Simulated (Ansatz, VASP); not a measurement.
## Te in two plane-wave programs

Aim: how closely do two programs agree when they are given the same cell, functional and k mesh? The cell is taken from a series of VASP runs on this material, whose earlier steps may have relaxed, scaled or displaced it; both programs get it as it stands.

Method: plane waves, with VASP 6.6.1 beside it; zone-centre phonons at PBEsol with D3(BJ), in Ansatz 0.2.0.

## Step 1: Set-up

Symmetry: P3_121, No. 152, trigonal system. Conventional cell: a = 4.192 Å, b = 4.192 Å, c = 5.955 Å, α = 90.00°, β = 90.00°, γ = 120.00°. Nearest to Te lie 6 Te at 2.92 to 3.25 Å.

Structure file:

```cif
data_structure
_symmetry_space_group_name_H-M 'P3_121'
_symmetry_Int_Tables_number 152
_cell_length_a 4.1922
_cell_length_b 4.1922
_cell_length_c 5.9551
_cell_angle_alpha 90.000
_cell_angle_beta 90.000
_cell_angle_gamma 120.000
_cell_volume 90.64
loop_
_atom_site_label
_atom_site_type_symbol
_atom_site_symmetry_multiplicity
_atom_site_Wyckoff_symbol
_atom_site_fract_x
_atom_site_fract_y
_atom_site_fract_z
_atom_site_occupancy
Te1 Te 3 a 0.70523 0.70523 0.00000 1
```

## Step 2: Ansatz: zone-centre phonons, PBEsol with D3(BJ)

Ansatz runs on its default PAW (the set named soft_2) files.

Second derivatives magnify differences that forces hide, and they need a tight electronic threshold.

Contents of input.yaml:

```yaml
crystal:
  lattice:
    - [4.1922254906, 0.0, 0.0]
    - [-2.0961127453, 3.6305737732, 0.0]
    - [0.0, 0.0, 5.9551044812]
  atoms:
    - { symbol: Te, position: [0.7052329391, 0.7052329391, 0.0] }
    - { symbol: Te, position: [0.0, 0.2947670609, 0.6666666667] }
    - { symbol: Te, position: [0.2947670609, 0.0, 0.3333333333] }
hamiltonian:
  xc: pbesol
  pseudopotentials: { kind: paw }
  dispersion: d3bj
kpoints:
  mp_grid: { grid: [8, 8, 6] }
scf:
  occupations: { method: gaussian, width: 0.03 }
phonons:
  method: dfpt
  qpoints: [[0, 0, 0]]
```

The run is started by

```bash
> ansatz run input.yaml --threads 4 --pin off --max-ram 9216MiB --backend cpu --events-out ev --progress --plain --runs-dir out
```

Numbers of over 12 decimals in the logs are rounded to 6 here.

The log of the run:

```text
Engine: ansatz 0.2.0, aarch64-unknown-linux-gnu
Pseudopotentials: kind: paw
Pseudopotential: Te, paw, valence charge 16, recommended cutoff 420 eV (normal), Te.paw.azcp
Functional definition: PBEsol
  exchange = pbesol_x
  correlation = pbesol_c
Crystal: 3 atoms, lattice volume = 90.638 Å³
Basis set: ecut = 420 eV, 1717 PW (Γ), exchange–correlation on 60×60×96 points (8 copies of the dense FFT grid, shifted against one another)
Bands: 29, of which v1, the nominal top of the filled ones, is band 24 counted from 1 (23 counted from 0)
Symmetry: 6 space group operations
k-points: 196 of 384 (irreducible under 1 space group operation, time reversal used)
Non-local potential: Te, projectors of the file, l = 0: 2, l = 1: 2, l = 2: 2, l = 3: 2
PAW form: soft (Blöchl's): semilocal exchange-correlation on the pseudo side does not see the compensation charge
PAW frozen core: Te, regenerated for the run's functional, and the local potential with it (the file was generated under x = pbe(κ = 0.804, μ = 0.219515), c = pbe(β = 0.066725))
PAW one-centre angular grid: Te, 590 points (default); XC on 64 Gauss nodes
Initial density: superposition of atomic densities (neutral atoms: chi_scale 0, normalization atom), corrected by the library's trained network
Initial wavefunctions: pseudopotential atomic-orbital guess
Functional: x = pbesol(κ = 0.804, μ = 0.123457), c = pbesol(β = 0.046)
SCF iter   1: F=—  HF=-20705.879753 eV  |F-HF|=—  |Δ(HF+E_count)|=         —  Δρ=2.29e-3  dr2=2.50e-3  ethr=1.77e-3  ⟨swp⟩=7.6  Hψ=26584  notcnv=0
preconditioner: auto → Resta (q_TF=auto, 2.454 Å⁻¹)  ε∞=4.5  [insulator: Δε(μ)=0.217 eV  Ē_g=8.859 eV  σ=0.030 eV  W_gap=1.00  n_scr=22 (ndim 8)  ℏωp=16.5 eV  f_vac=0.007  D(μ)=0.00/eV (n_scr^D=0)  ε∞_Penn≈4.5]
SCF iter   2: F=—  HF=-20705.876319 eV  |F-HF|=—  |Δ(HF+E_count)|=   3.43e-3  Δρ=1.23e-3  dr2=6.80e-4  ethr=5.22e-6  ⟨swp⟩=2.8  Hψ=12514  notcnv=0  defer=115
SCF iter   3: F=—  HF=-20705.876301 eV  |F-HF|=—  |Δ(HF+E_count)|=   1.85e-5  Δρ=2.33e-4  dr2=3.96e-5  ethr=1.42e-6  ⟨swp⟩=2.0  Hψ=10195  notcnv=0  defer=115
SCF iter   4: F=—  HF=-20705.876281 eV  |F-HF|=—  |Δ(HF+E_count)|=   1.97e-5  Δρ=1.03e-4  dr2=7.87e-6  ethr=8.24e-8  ⟨swp⟩=2.0  Hψ=10195  notcnv=0  defer=115
SCF iter   5: F=—  HF=-20705.876284 eV  |F-HF|=—  |Δ(HF+E_count)|=   2.88e-6  Δρ=2.97e-5  dr2=8.25e-7  ethr=1.64e-8  ⟨swp⟩=1.4  Hψ=6115  notcnv=0  defer=115
SCF iter   6: F=—  HF=-20705.876287 eV  |F-HF|=—  |Δ(HF+E_count)|=   2.78e-6  Δρ=5.82e-6  dr2=3.74e-8  ethr=1.72e-9  ⟨swp⟩=2.0  Hψ=7054  notcnv=0  defer=115
SCF iter   7: F=—  HF=-20705.876287 eV  |F-HF|=—  |Δ(HF+E_count)|=   7.51e-9  Δρ=1.53e-6  dr2=1.99e-9  ethr=7.80e-11  ⟨swp⟩=2.0  Hψ=10056  notcnv=0  defer=115
SCF iter   8: F=—  HF=-20705.876287 eV  |F-HF|=—  |Δ(HF+E_count)|=  2.15e-10  Δρ=2.32e-7  dr2=3.62e-11  ethr=4.15e-12  ⟨swp⟩=2.0  Hψ=10195  notcnv=0  defer=115
SCF iter   9: F=-20705.876287 eV  HF=-20705.876287 eV  |F-HF|=3.64e-12  |Δ(HF+E_count)|=  1.46e-11  Δρ=5.81e-8  dr2=2.86e-12  ethr=1.00e-12  ⟨swp⟩=10.3  Hψ=28600  notcnv=0
SCF 1 converged in 9 iterations: F = -20705.876287 eV  dr2 = 2.86e-12
  greatest PAW one-centre occupation: 0.998 electrons in one spin orbital (limit 2), on the Te atom at site 1 (counted from 0), in its partial waves of l = 2
DFPT response loops at Γ: preconditioner auto → Resta (q_TF=auto, 2.454 Å⁻¹)  ε∞=16.8 (no band partly filled); β = 1.00, the filter's whole step (`scf.mixing.beta` (0.50) is not read by the response loops at its default; to damp them type it under 1.00, their step now; it binds the ground state too); Broyden in place of MSR1
SCF converged after 9 iterations
Free energy (F): -20705.876287 eV
Harris-Foulkes:  -20705.876287 eV  (|F-HF|=3.64e-12)
Internal energy: -20705.876287 eV  (E = F + TS)
E sigma→0 (E₀):  -20705.876287 eV
Fermi energy:    10.467408 eV
--- Per-component energies (eV) ---
  E_band       = -725.504570
  E_kinetic    = 544.029257
  E_local      = -3447.010907  (includes V_loc(G=0)·N_el)
  E_nonlocal   = -924.111456
  E_hartree    = 2277.132733
  E_xc         = -371.469868
  E_vxc        = -314.151087  (∫ρ·V_xc dr)
  E_paw        = -13752.809857  (= ΣΔE_a)
  E_vpaw       = -1138.525189  (= ΣTr[D̂ρ^β])
  E_aug_tail   = -0.000558  (compensation charges beyond the density's cutoff)
  E_ewald      = -5031.382834
  E_disp       = -1.377242  (pairwise vdW)
  E_core_change = 1.124446  (= ΣΔE_core)
  E_smearing   = -0.000000  (= −TS)
  E_closure    = 0.000000  (closes the sum)
  Σ components = -20705.876287   (vs F -20705.876287, Δ=0.00e0)
--- Band table (eV; the first three rows and the last of 196) ---
  k-point 0: bands = [... 20 lower, 8.0272, 8.6610, 8.6610, 9.1636, 11.5852, 11.5852, 12.3572, 15.2162, ... 1 higher]
  k-point 1: bands = [... 20 lower, 8.0596, 8.7929, 9.1136, 9.2470, 11.3257, 11.3545, 12.0605, 14.5117, ... 1 higher]
  k-point 2: bands = [... 20 lower, 7.9404, 9.1300, 9.4884, 9.6606, 10.8502, 10.8887, 11.4253, 14.0564, ... 1 higher]
  k-point 195: bands = [... 20 lower, 6.7819, 7.4974, 7.7025, 10.0669, 10.5729, 12.6719, 13.3154, 14.4872, ... 1 higher]
--- Phonons (Γ-DFPT): 2 representative perturbations + reference, on 196 of 384 k-points (Σ response iterations 6) ---
  k mesh reduced under 1 symmetry operation, with k and −k counted as one. Each operation leaves every solved perturbation unchanged. A smaller set is not used because it would not reduce the number of displacements times k-points to solve
  ASR residual: 1.257e-4 → 0.000e0 eV/Å²; symmetrization residual: 2.949e-6 eV/Å²
  pairwise dispersion correction: d3bj (s6 = 1.0, s8 = 2.9491, a1 = 0.4466, a2_bohr = 6.1742), with the weights of each atom's references fixed at the reference crystal's, and the forces and stress that the weights' published response gives there kept as a pressure on the atom's counted neighbours (hamiltonian.dispersion)
  ASR residual per site (eV/Å²): 1.26e-4 1.26e-4 1.26e-4
  Γ frequencies (cm⁻¹): 0.00 0.00 0.00 78.99 78.99 88.58 92.79 126.57 126.57
  non-analytic LO–TO correction: not included (Born effective charges unavailable; polar crystals: no LO–TO splitting at Γ)
--- Phonons (arbitrary-q DFPT): 1 explicit q-point ---
  q = [0, 0, 0] (of the zone-centre solve; hermiticity 5.95e-7, symmetrization 2.97e-7): -0.00 -0.00 -0.00 78.99 78.99 88.58 92.79 126.57 126.57
  sum rule: each row above includes the acoustic sum rule's correction from the zone centre's row sums; it moved no ω² by more than (0.52 cm⁻¹)²
```

Elapsed: 43 s, on 4 threads of Arm Neoverse V1, shared host; peak memory 1.8 GiB.

In the SCF lines HF is the Harris–Foulkes energy and dr2 the Hartree energy of the density residual, in eV; the loop may stop once dr2 is under the threshold and the program's other checks hold. Hψ counts applications of the Hamiltonian.

(Part 1 of 2 ends here.)

[Lines on the potential files, build, host, timing and source positions are cut from VASP's logs without a mark.]

[Logs are printed without paths, hosts, clocks, repeated set-up lines and the standing remarks that a program may print on its own settings, such as how far it seeks lower states.]

[Hosts, paths, dates, database ids (printed as entryN), source tags and the programs' standing remarks are cut or masked in the printed files.]
